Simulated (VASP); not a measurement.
Consider the following.

```yaml
crystal:
  lattice:
    - [-2.43105, 2.43105, 3.59306]
    - [2.43105, -2.43105, 3.59306]
    - [2.43105, 2.43105, -3.59306]
  atoms:
    - { symbol: Na, position: [0.00000, 0.00000, 0.00000] }
    - { symbol: Cd, position: [0.75000, 0.25000, 0.50000] }
    - { symbol: Cd, position: [0.25000, 0.75000, 0.50000] }
    - { symbol: Cd, position: [0.50000, 0.50000, 0.00000] }
```

These are PBEsol GGA with spin-orbit coupling, VASP's PBE PAW potentials (set 64) (plane waves; VASP 6.6.1) values and carry that method's errors. Settings: 400 eV cut-off, 8×8×8 Γ-centred mesh, Gaussian smearing of 0.050 eV, potentials Na_pv Cd.

What does the run give for the energy per atom (σ→0), band gap (over mesh and band path) with the smallest direct gap where there is one?

```json
{
 "band gap (over mesh and band path)": "none (metal, semimetal or under 0.01 eV)",
 "energy per atom (σ→0)": "-1332 meV/atom"
}
```

Only differences to runs with the same potentials and settings are physical.

The structure comes from a computed database's NaCd3 entry (I4/mmm); how it stands against other phases isn't given here. It was relaxed first.
